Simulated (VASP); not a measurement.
# A VASP study of HfTiGeC (SCAN): structure first, properties next, part 2 of 2

What structure does HfTiGeC take at this level, and what are its properties? The cell is invented: it takes the structure of a Materials Project entry for ZrTiC2 (space group 123 there), with some of its atoms replaced by other elements, volume scaled by an estimate. It may not be a known or stable phase. The atoms of the start are displaced at random from the sites of a P4/mmm cell.

VASP 6.6.1; SCAN; plane waves and PAW (Hf_pv, Ge_d, Ti_sv, C); invented cell.

Still holding for the runs below: The k-mesh is coarse for a metal.

So far. Step 2 (Rough relaxation of the start cell): It ends with a largest force of 0.034 eV/Å and a pressure of -0.04 GPa.

## (3) Relaxing cell and atoms (SCAN)

Properties are meant for the cell that this level of theory prefers, so cell and atoms are relaxed first (ISIF = 3) until forces and stress are small; EDIFFG sets the threshold.

The input, INCAR:

```
SYSTEM = HfTiGeC
PREC = Accurate
ENCUT = 520
EDIFF = 1E-06
NELM = 100
ISMEAR = -1
SIGMA = 0.05
LREAL = .FALSE.
ALGO = Normal
METAGGA = SCAN
LASPH = .TRUE.
NBANDS = 26
LORBIT = 11
LWAVE = .FALSE.
LCHARG = .FALSE.
KPAR = 2
IBRION = 2
NSW = 60
ISIF = 3
EDIFFG = -0.01
```

The input, POSCAR:

```
HfTiGeC
1.0
    3.5391357700      0.0000000000      0.0000000000
    0.0000000000      3.5365782800      0.0000000000
   -0.0005837000      0.0000000000      4.7818160400
Hf Ge Ti C
1 1 1 1
Direct
    0.5018064440      0.0000000000      0.0017741280
    0.0018535370      0.5000000000      0.0004959110
    0.0063642680      0.5000000000      0.5005704430
    0.4991167520      0.0000000000      0.5011975170
```

The input, KPOINTS:

```
Automatic mesh
0
Gamma
6 6 4
0 0 0
```

The projector-augmented-wave data sets are Hf_pv, Ge_d, Ti_sv and C (PBE family, release 64).

The cell reached was symmetrised within 0.01 Å before this step, which raises the operations from 1 to 2, which the run then keeps.

The run is started by

```
> mpirun -np 2 vasp_std
```

Output:

```text
[banner, memory and clock lines left out]
running    2 mpi-ranks, on    1 nodes
[...]
[... a notice as in an earlier step ...]

 LDA part: xc-table for (None), standard interpolation
 POSCAR, INCAR and KPOINTS ok, starting setup
[...]
entering main loop
       N       E                     dE             d eps       ncg     rms          rms(c)
DAV:   1     0.306135320924E+03    0.30614E+03   -0.21502E+04  3350   0.313E+03
DAV:   2    -0.624804337576E+02   -0.36862E+03   -0.36086E+03  2984   0.689E+02
DAV:   3    -0.118560562325E+03   -0.56080E+02   -0.55048E+02  4272   0.178E+02
DAV:   4    -0.122504424086E+03   -0.39439E+01   -0.39263E+01  4200   0.419E+01
[...]
DAV:  18    -0.108829633220E+03   -0.65094E-05   -0.36364E-07  1774   0.607E-03    0.357E-03
DAV:  19    -0.108829634767E+03   -0.15464E-05   -0.12723E-07  1742   0.434E-03    0.193E-03
DAV:  20    -0.108829635491E+03   -0.72416E-06   -0.56318E-08  1732   0.229E-03
   1 F= -.10882964E+03 E0= -.10882466E+03  d E =-.108830E+03
[... from here on, the cycles between the ionic steps are left out ...]
   2 F= -.10882970E+03 E0= -.10882479E+03  d E =-.683377E-04
   6 F= -.10883025E+03 E0= -.10882540E+03  d E =-.477265E-03
  11 F= -.10883071E+03 E0= -.10882610E+03  d E =-.196949E-03
  16 F= -.10883220E+03 E0= -.10882836E+03  d E =-.168351E-02
  21 F= -.10884334E+03 E0= -.10884054E+03  d E =-.386631E-02
  26 F= -.10892329E+03 E0= -.10892074E+03  d E =-.531816E-01
  31 F= -.10900942E+03 E0= -.10900723E+03  d E =-.172694E-01
  36 F= -.10902742E+03 E0= -.10902468E+03  d E =-.147536E-01
  41 F= -.10903462E+03 E0= -.10903181E+03  d E =-.653458E-02
  46 F= -.10903901E+03 E0= -.10903619E+03  d E =-.957470E-03
  51 F= -.10904012E+03 E0= -.10903736E+03  d E =-.360520E-03
  56 F= -.10904102E+03 E0= -.10903844E+03  d E =-.491830E-03
  59 F= -.10904212E+03 E0= -.10903959E+03  d E =-.269705E-03
  60 F= -.10904216E+03 E0= -.10903964E+03  d E =-.310571E-03
[...]
```

Wall time 48 min (2 MPI ranks of Intel Xeon 6975P-C (Granite Rapids), shared host); peak memory 0.52 GiB.

OUTCAR, selected parts (step 3):

```text
 k-point     1 :       0.0000    0.0000    0.0000
  band No.  band energies     occupation
    ...
     15       3.3269      2.00000
     16       3.9335      2.00000
     17       4.6899      2.00000
     18       5.5593      2.00000
     19       5.9118      2.00000
     20       6.7451      0.13808
     21       6.8341      0.02475
     22       7.9711      0.00000
     23       8.7119      0.00000
     24       8.7702      0.00000
    ...

  Total       -0.0255772     -0.0445301     -0.1072315      0.0000000      0.0000000     -0.0422170
  in kB       -0.6512848     -1.1338928     -2.7304924      0.0000000      0.0000000     -1.0749935
  external PRESSURE =      -1.5052233 kB  Pullay stress =       0.0000000 kB

 POSITION                                       TOTAL-FORCE (eV/Angst)
 -----------------------------------------------------------------------------------
      1.90742      0.00000      4.74376        -0.034489      0.000000     -0.012928
      3.59667      1.77635      0.17023        -0.022346      0.000000      0.022436
      0.49520      1.77635      2.45888         0.063571      0.000000     -0.008052
      1.64884      0.00000      2.50948        -0.006736      0.000000     -0.001457
 -----------------------------------------------------------------------------------
    total drift:                               -0.037150     -0.000000      0.005185

  FREE ENERGIE OF THE ION-ELECTRON SYSTEM (eV)
  ---------------------------------------------------
  free  energy   TOTEN  =      -109.0421639486 eV

  energy  without entropy=     -109.0371158661  energy(sigma->0) =     -109.03963991

[... 19 further parts left out ...]
[key lines of the parts left out:]
E-fermi :   6.6151
```

CONTCAR:

```
HfTiGeC
   1.00000000000000
     3.6709592837586897    0.0000000000000000    0.1026324199377292
     0.0000000000000000    3.5526996676200420    0.0000000000000000
     0.1360510945398914    0.0000000000000000    4.8283202082996830
  Hf              Ge              Ti              C
     1     1     1     1
Direct
     0.4835644544218151    0.0000000000000000    0.9722070097033216
     0.9792284802313930    0.5000000000000000    0.0144417635496636
     0.1161147965036173    0.5000000000000000    0.5067929552468091
     0.4302332698431782    0.0000000000000000    0.5105962705002104
```

The relaxation used up its NSW steps before forces and stress met EDIFFG.

## (4) Second relaxation

A relaxation keeps the plane waves of the cell it began with, so it is repeated from the new cell, on a basis made for it. The mesh changes with the cell too.

INCAR is that of step 3.

The input, POSCAR:

```
HfTiGeC
1.0
    3.6709592838      0.0000000000      0.1026324199
    0.0000000000      3.5526996676      0.0000000000
    0.1360510945      0.0000000000      4.8283202083
Hf Ge Ti C
1 1 1 1
Direct
    0.4835644544      0.0000000000      0.9722070097
    0.9792284802      0.5000000000      0.0144417635
    0.1161147965      0.5000000000      0.5067929552
    0.4302332698      0.0000000000      0.5105962705
```

The input, KPOINTS:

```
Automatic mesh
0
Gamma
5 6 4
0 0 0
```

The run is started by

```
> mpirun -np 2 vasp_std
```

Output:

```text
[... set-up lines as in an earlier step ...]
 entering main loop
       N       E                     dE             d eps       ncg     rms          rms(c)
DAV:   1     0.315119678763E+03    0.31512E+03   -0.21494E+04  2572   0.309E+03
DAV:   2    -0.601985186797E+02   -0.37532E+03   -0.36694E+03  2352   0.687E+02
DAV:   3    -0.118789547729E+03   -0.58591E+02   -0.57271E+02  3408   0.179E+02
DAV:   4    -0.122983403752E+03   -0.41939E+01   -0.41724E+01  3358   0.431E+01
DAV:   5    -0.123153803851E+03   -0.17040E+00   -0.17032E+00  3334   0.683E+00    0.611E+01
DAV:   6    -0.109747831071E+03    0.13406E+02   -0.57832E+01  3146   0.505E+01    0.261E+01
DAV:   7    -0.110632254079E+03   -0.88442E+00   -0.44665E+01  3292   0.347E+01    0.270E+01
DAV:   8    -0.109032794981E+03    0.15995E+01   -0.52341E+00  3160   0.164E+01    0.590E+00
DAV:   9    -0.109039027552E+03   -0.62326E-02   -0.84414E-01  3576   0.540E+00    0.173E+00
DAV:  10    -0.109041542998E+03   -0.25154E-02   -0.64815E-02  3134   0.176E+00    0.666E-01
DAV:  11    -0.109041785607E+03   -0.24261E-03   -0.41748E-03  3016   0.573E-01    0.219E-01
DAV:  12    -0.109042234449E+03   -0.44884E-03   -0.98408E-04  3476   0.227E-01    0.234E-01
DAV:  13    -0.109042174241E+03    0.60208E-04   -0.75089E-04  3342   0.166E-01    0.107E-01
DAV:  14    -0.109042236509E+03   -0.62268E-04   -0.34759E-04  3366   0.109E-01    0.252E-02
DAV:  15    -0.109042238758E+03   -0.22485E-05   -0.49081E-05  2934   0.457E-02    0.180E-02
DAV:  16    -0.109042239970E+03   -0.12125E-05   -0.28032E-06  2416   0.136E-02    0.229E-03
DAV:  17    -0.109042240218E+03   -0.24780E-06   -0.39057E-07  1424   0.551E-03
   1 F= -.10904224E+03 E0= -.10903947E+03  d E =-.109042E+03
 curvature:   0.00 expect dE= 0.000E+00 dE for cont linesearch  0.000E+00
 trial: gam= 0.00000 g(F)=  0.330E-03 g(S)=  0.216E-03 ort = 0.000E+00 (trialstep = 0.100E+01)
 search vector abs. value=  0.546E-03
 bond charge predicted
       N       E                     dE             d eps       ncg     rms          rms(c)
DAV:   1    -0.109042985369E+03   -0.74540E-03   -0.93012E-02  2664   0.452E+00    0.470E-01
DAV:   2    -0.109042928678E+03    0.56692E-04   -0.14282E-02  2408   0.107E+00    0.148E-01
DAV:   3    -0.109042628065E+03    0.30061E-03   -0.26490E-03  3260   0.382E-01    0.109E-01
DAV:   4    -0.109042513761E+03    0.11430E-03   -0.70054E-04  3624   0.209E-01    0.406E-02
DAV:   5    -0.109042527182E+03   -0.13421E-04   -0.80741E-05  3262   0.611E-02    0.281E-02
DAV:   6    -0.109042564820E+03   -0.37638E-04   -0.18281E-05  3710   0.306E-02    0.122E-02
DAV:   7    -0.109042584044E+03   -0.19224E-04   -0.28023E-06  2322   0.160E-02    0.338E-03
DAV:   8    -0.109042590566E+03   -0.65224E-05   -0.52747E-07  1318   0.627E-03    0.116E-03
DAV:   9    -0.109042591768E+03   -0.12017E-05   -0.14737E-07  1266   0.422E-03    0.290E-04
DAV:  10    -0.109042592424E+03   -0.65571E-06   -0.56281E-08  1244   0.237E-03
   2 F= -.10904259E+03 E0= -.10903979E+03  d E =-.352205E-03
[... from here on, the cycles between the ionic steps are left out ...]
   3 F= -.10904259E+03 E0= -.10903979E+03  d E =-.352532E-03
   4 F= -.10904287E+03 E0= -.10904003E+03  d E =-.275297E-03
   5 F= -.10904330E+03 E0= -.10904040E+03  d E =-.705218E-03
   6 F= -.10904348E+03 E0= -.10904059E+03  d E =-.181259E-03
   7 F= -.10904353E+03 E0= -.10904065E+03  d E =-.233205E-03
   8 F= -.10904355E+03 E0= -.10904069E+03  d E =-.256266E-03
   9 F= -.10904356E+03 E0= -.10904069E+03  d E =-.257324E-03
  10 F= -.10904367E+03 E0= -.10904083E+03  d E =-.119157E-03
  11 F= -.10904394E+03 E0= -.10904118E+03  d E =-.381341E-03
  12 F= -.10904401E+03 E0= -.10904143E+03  d E =-.457081E-03
  13 F= -.10904404E+03 E0= -.10904137E+03  d E =-.487054E-03
  14 F= -.10904415E+03 E0= -.10904150E+03  d E =-.103272E-03
  15 F= -.10904426E+03 E0= -.10904164E+03  d E =-.214904E-03
  16 F= -.10904448E+03 E0= -.10904191E+03  d E =-.437195E-03
  17 F= -.10904484E+03 E0= -.10904237E+03  d E =-.793238E-03
  18 F= -.10904485E+03 E0= -.10904256E+03  d E =-.808702E-03
  19 F= -.10904496E+03 E0= -.10904258E+03  d E =-.917395E-03
  20 F= -.10904534E+03 E0= -.10904297E+03  d E =-.377876E-03
  21 F= -.10904566E+03 E0= -.10904331E+03  d E =-.703659E-03
  22 F= -.10904581E+03 E0= -.10904348E+03  d E =-.848666E-03
  23 F= -.10904583E+03 E0= -.10904349E+03  d E =-.873305E-03
  24 F= -.10904622E+03 E0= -.10904385E+03  d E =-.382530E-03
  25 F= -.10904630E+03 E0= -.10904393E+03  d E =-.468493E-03
  26 F= -.10904631E+03 E0= -.10904392E+03  d E =-.479115E-03
  27 F= -.10904634E+03 E0= -.10904395E+03  d E =-.502214E-03
  28 F= -.10904644E+03 E0= -.10904403E+03  d E =-.998876E-04
  29 F= -.10904651E+03 E0= -.10904405E+03  d E =-.175027E-03
  30 F= -.10904659E+03 E0= -.10904410E+03  d E =-.843908E-04
  31 F= -.10904664E+03 E0= -.10904407E+03  d E =-.132647E-03
  32 F= -.10904670E+03 E0= -.10904412E+03  d E =-.538378E-04
  33 F= -.10904671E+03 E0= -.10904413E+03  d E =-.637720E-04
  34 F= -.10904673E+03 E0= -.10904418E+03  d E =-.270529E-04
  35 F= -.10904673E+03 E0= -.10904418E+03  d E =-.240974E-04
 curvature:  -1.14 expect dE=-0.185E-04 dE for cont linesearch -0.230E-08
 trial: gam= 0.11064 g(F)=  0.112E-04 g(S)=  0.503E-05 ort =-0.957E-06 (trialstep = 0.598E+00)
 search vector abs. value=  0.215E-04
 bond charge predicted
       N       E                     dE             d eps       ncg     rms          rms(c)
DAV:   1    -0.109046728523E+03    0.29975E-05   -0.13194E-03  2636   0.459E-01    0.344E-02
DAV:   2    -0.109046738324E+03   -0.98006E-05   -0.13896E-04  2352   0.101E-01    0.147E-02
DAV:   3    -0.109046739179E+03   -0.85457E-06   -0.94050E-06  3052   0.265E-02
  36 F= -.10904674E+03 E0= -.10904419E+03  d E =-.837385E-05
 ZBRENT: can't locate minimum, use default step
 trial-energy change:   -0.000008  1 .order   -0.000009   -0.000010   -0.000007
 step:   2.3929(harm=  2.5643)  dis= 0.00130  next Energy=  -109.046751 (dE=-0.206E-04)
 reached required accuracy - stopping structural energy minimisation
```

It took 22 min on 2 MPI ranks; peak memory 0.48 GiB.

From OUTCAR (step 4):

```text
  LATTYP: Found a simple monoclinic cell.
 ALAT       =     3.6723936985
 B/A-ratio  =     0.9674070808
 C/A-ratio  =     1.3152828999
 COS(beta)  =    -0.0560914677

The static configuration has the point symmetry C_1h.

 Found     44 irreducible k-points:

   k-points           NKPTS =     44   k-points in BZ     NKDIM =     44   number of bands    NBANDS=     26

   ENCUT  =  520.0 eV  38.22 Ry    6.18 a.u.   6.83  6.61  8.98*2*pi/ulx,y,z

   NELECT =      40.0000    total number of electrons

 E-fermi :   6.5358

 k-point     1 :       0.0000    0.0000    0.0000
  band No.  band energies     occupation
    ...
     15       3.2449      2.00000
     16       3.8375      2.00000
     17       4.5127      2.00000
     18       5.4828      2.00000
     19       5.7593      2.00000
     20       6.6876      0.09172
     21       6.7534      0.02544
     22       7.9343      0.00000
     23       8.5590      0.00000
     24       8.6760      0.00000
    ...

 k-point     2 :       0.2000    0.0000    0.0000
  band No.  band energies     occupation
    ...
     16       3.3472      2.00000
     17       4.2885      2.00000
     18       4.5992      2.00000
     19       5.5066      2.00000
     20       5.9912      1.99996
     21       6.9005      0.00136
     22       6.9303      0.00075
     23       8.6001      0.00000
     24       9.0067      0.00000
     25       9.4574      0.00000
    ...

  Total        0.0251985      0.0151295     -0.0143990      0.0000000      0.0000000      0.0068072
  in kB        0.6378039      0.3829457     -0.3644565      0.0000000      0.0000000      0.1722979
  external PRESSURE =       0.2187644 kB  Pullay stress =       0.0000000 kB

  energy-cutoff  :      520.00
  volume of cell :       63.30
      direct lattice vectors                 reciprocal lattice vectors
     3.683406193  0.000000000  0.147268341     0.271918783  0.000000000 -0.010778492
     0.000000000  3.555961803  0.000000000     0.000000000  0.281217869  0.000000000
     0.191866487  0.000000000  4.840389579    -0.008273100  0.000000000  0.206922876

 POSITION                                       TOTAL-FORCE (eV/Angst)
 -----------------------------------------------------------------------------------
      1.94715      0.00000      4.73959        -0.002158      0.000000     -0.001052
      3.58032      1.77798      0.24020        -0.004448      0.000000      0.001442
      0.57422      1.77798      2.48021         0.008937      0.000000      0.000765
      1.68329      0.00000      2.53621        -0.002331      0.000000     -0.001155
 -----------------------------------------------------------------------------------
    total drift:                                0.009260      0.000000      0.013341

  FREE ENERGIE OF THE ION-ELECTRON SYSTEM (eV)
  ---------------------------------------------------
  free  energy   TOTEN  =      -109.0467391786 eV

  energy  without entropy=     -109.0416375481  energy(sigma->0) =     -109.04418836

 total charge
# of ion       s       p       d       tot
------------------------------------------
    1        0.283   6.525   1.744   8.552
    2        1.169   1.571  10.026  12.767
    3        2.189   6.150   1.876  10.215
    4        0.908   1.406   0.000   2.314
--------------------------------------------------
tot          4.549  15.651  13.646  33.847

[... 3 parts as in an earlier step ...]

[... 7 further parts left out ...]
```

CONTCAR:

```
HfTiGeC
   1.00000000000000
     3.6834061933826638    0.0000000000000000    0.1472683407805309
     0.0000000000000000    3.5559618030372198    0.0000000000000000
     0.1918664872473529    0.0000000000000000    4.8403895789082405
  Hf              Ge              Ti              C
     1     1     1     1
Direct
     0.4783820191242112    0.0000000000000000    0.9646203402364828
     0.9709685201594546    0.5000000000000000    0.0200825974945154
     0.1294095505052673    0.5000000000000000    0.5084618557340985
     0.4303809111110684    0.0000000000000000    0.5108732054349062
```

The run keeps the 2 symmetry operations of its start, so it cannot find a distortion of lower symmetry.

The steps of the relaxation (22 of 36):

```tsv
step	energy less that of the first step (eV)	largest force (eV/Å)	pressure (GPa)	volume (Å³)
1	0.0000	0.0664	-0.13	62.92
3	-0.0004	0.0432	0.28	62.81
4	-0.0006	0.0410	0.23	62.86
6	-0.0012	0.0255	-0.04	63.06
8	-0.0013	0.0558	-0.18	63.13
9	-0.0013	0.0460	-0.15	63.11
11	-0.0017	0.0747	0.05	63.08
13	-0.0018	0.1066	0.22	63.05
14	-0.0019	0.1055	0.20	63.06
16	-0.0022	0.1019	0.22	63.09
18	-0.0026	0.0806	0.23	63.22
19	-0.0027	0.0882	0.22	63.18
21	-0.0034	0.0598	-0.09	63.33
23	-0.0036	0.0706	-0.31	63.46
24	-0.0040	0.0479	-0.11	63.40
26	-0.0041	0.0427	0.15	63.33
28	-0.0042	0.0247	0.02	63.37
29	-0.0043	0.0345	-0.05	63.39
31	-0.0044	0.0173	-0.02	63.33
33	-0.0045	0.0129	0.14	63.24
34	-0.0045	0.0108	0.02	63.29
36	-0.0045	0.0090	0.02	63.30
```

```tsv
cell as run	before	after	change
a (Å)	3.672	3.686	+0.4 %
b (Å)	3.553	3.556	+0.1 %
c (Å)	4.830	4.844	+0.3 %
β (°)	86.78	85.44	-1.5 %
volume (Å³/atom)	15.73	15.82	+0.6 %
```

The atoms that moved most (Å, as changes of fractional coordinates times the final cell):

```tsv
atom	dx	dy	dz	length
Ti3	0.049	0.000	0.010	0.050
Hf1	-0.021	0.000	-0.037	0.043
Ge2	-0.029	0.000	0.026	0.039
```

Final coordinates:

```cif
data_structure
_symmetry_space_group_name_H-M 'P 1'
_symmetry_Int_Tables_number 1
_cell_length_a 3.6863
_cell_length_b 3.5560
_cell_length_c 4.8442
_cell_angle_alpha 90.000
_cell_angle_beta 85.441
_cell_angle_gamma 90.000
_cell_volume 63.30
loop_
_atom_site_label
_atom_site_type_symbol
_atom_site_fract_x
_atom_site_fract_y
_atom_site_fract_z
_atom_site_occupancy
Hf1 Hf 0.47838 0.00000 0.96462 1
Ge2 Ge 0.97097 0.50000 0.02008 1
Ti3 Ti 0.12941 0.50000 0.50846 1
C4 C 0.43038 0.00000 0.51087 1
```

This step gave:

```yaml
irreducible_k_points: 44
symmetry_operations: 2
free_energy_toten: -109.0467 eV
energy_at_zero_smearing: -109.0442 eV
fermi_energy: 6.536 eV
pressure: 0.02188 GPa
scf_cycles_over_all_ionic_steps: 308
```

It ends with a largest force of 0.009 eV/Å and a pressure of 0.02 GPa.

## (5) Results

| Property | Result |
| --- | --- |
| relaxed volume | 15.82 Å³/atom |
| relaxed conventional cell a, b, c | 3.686, 3.556, 4.844 Å; angles 90.0, 94.6, 90.0° |
| space group after relaxing, within 0.02 Å | Pm (No. 6) |

In words: With SCAN, HfTiGeC relaxes to 15.82 Å³/atom in space group Pm. Spin-orbit coupling is left out, and with elements this heavy it would split and shift bands near the Fermi level. The k-sampling is coarse for a metal, so the Fermi level, pressures and the shape of the cell carry errors. No search among competing phases was made. All values are for a static lattice at zero temperature.

[Lines on the potential files, build, host, timing and source positions are cut from VASP's logs without a mark.]

[Logs are printed without paths, hosts, clocks, repeated set-up lines and the standing remarks that a program may print on its own settings, such as how far it seeks lower states.]

[Hosts, paths, dates, database ids (printed as entryN), source tags and the programs' standing remarks are cut or masked in the printed files.]

[A measured line is paired with the nearest computed mode of its activity, which favours agreement.]
